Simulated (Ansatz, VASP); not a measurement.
**Two plane-wave programs on HgRu**

```
Hg Ru
1.0
     0.00000    3.00812    3.00812
     3.00812    0.00000    3.00812
     3.00812    3.00812    0.00000
Hg Ru
1 1
Direct
  0.00000 0.00000 0.00000
  0.75000 0.75000 0.75000
```

Alike in both runs: functional PBE; k mesh 16 × 16 × 16; occupations gaussian, width 0.1 eV; no spin polarisation.

Ansatz relaxed the structure, and its values are those at the end. VASP's run is a single point on that final structure, the one shown.

|  | VASP | Ansatz |
| --- | --- | --- |
| version | VASP 6.6.1 | Ansatz 0.2.0 |
| potentials or method | VASP PAW PBE potentials, release 64 (Hg, Ru_pv) | scalar-relativistic, plane waves, PAW |
| plane-wave cutoff (eV) | 520 | 420 |
| valence electrons in the cell | 26 | 36 |

Ansatz gave:

* gap on the k mesh at the Fermi level (eV): none
* pressure (GPa): 0.0

Task: Which values does VASP return?

Result: gap on the k mesh at the Fermi level (eV): none; pressure (GPa): 0.6.

A gap of «none» marks a metal or a gap that the smearing closes. The two sets of potentials don't hold the same shells in valence.

Spin-orbit coupling is left out, which matters for the levels of Hg.
